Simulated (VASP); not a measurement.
The input files of a VASP run:

**KPOINTS**
```
Automatic mesh
0
Gamma
5 5 5
0 0 0
```

**POSCAR**
```
SrCl2
1
   -0.0000000000     3.4068686595     3.4068686595
    3.4068686595     0.0000000000     3.4068686595
    3.4068686595     3.4068686595     0.0000000000
Sr Cl
1 2
Direct
  0.0000000000   1.0000000000   1.0000000000
  0.2500000000   0.2500000000   0.2500000000
  0.7500000000   0.7500000000   0.7500000000
```

INCAR:
```
# general
SYSTEM  = SrCl2
PREC    = Accurate
ENCUT   = 400   # plane-wave cut-off (eV)
LREAL   = .False.
LASPH   = .True.   # aspherical one-centre terms

# electronic loop
EDIFF   = 1E-6   # SCF stop (eV)
NELM    = 100   # most electronic steps
ALGO    = Normal   # blocked Davidson
LMAXMIX = 4   # l cut-off of mixed one-centre charges

# smearing
ISMEAR  = 0
SIGMA   = 0.05   # width (eV)

# ions
IBRION  = 2
NSW     = 60
ISIF    = 3   # ions, shape and volume
EDIFFG  = -0.02   # ionic stop

# output
LWAVE   = .False.
LCHARG  = .False.
```

POTCAR, in this order: Sr_sv Cl (LDA.64 set). Program: vasp_std.

Question: Write an equivalent input for Quantum ESPRESSO's pw.x.

Answer: One equivalent input (not run):
```
&CONTROL
  calculation = 'vc-relax'
  pseudo_dir = './pseudo'
  outdir = './out'
  tprnfor = .true.
  tstress = .true.
  nstep = 60
  forc_conv_thr = 0.00078
/
&SYSTEM
  ibrav = 0
  nat = 3
  ntyp = 2
  ecutwfc = 68
  occupations = 'smearing'
  smearing = 'gaussian'
  degauss = 0.003675
  input_dft = 'pz'
/
&ELECTRONS
  conv_thr = 7.3e-08
  electron_maxstep = 100
/
&IONS
/
&CELL
/
ATOMIC_SPECIES
  Sr 87.620 Sr.upf
  Cl 35.450 Cl.upf
CELL_PARAMETERS angstrom
    -0.0000000    3.4068687    3.4068687
     3.4068687    0.0000000    3.4068687
     3.4068687    3.4068687    0.0000000
ATOMIC_POSITIONS crystal
  Sr   0.0000000  1.0000000  1.0000000
  Cl   0.2500000  0.2500000  0.2500000
  Cl   0.7500000  0.7500000  0.7500000
K_POINTS automatic
  5 5 5 0 0 0
```
What does not carry over: the potentials are each code's own (VASP's PAW set, PseudoDojo norm-conserving files in pw.x), so ENCUT and ecutwfc are chosen apart and not converted; conv_thr bounds pw.x's estimated SCF error, while EDIFF bounds the energy change between steps; forc_conv_thr acts on force components and is met together with etot_conv_thr.

The compound is SrCl2 in the fluorite structure. It was relaxed first, which changed the volume by -7 %. The start is the result of an earlier pass.
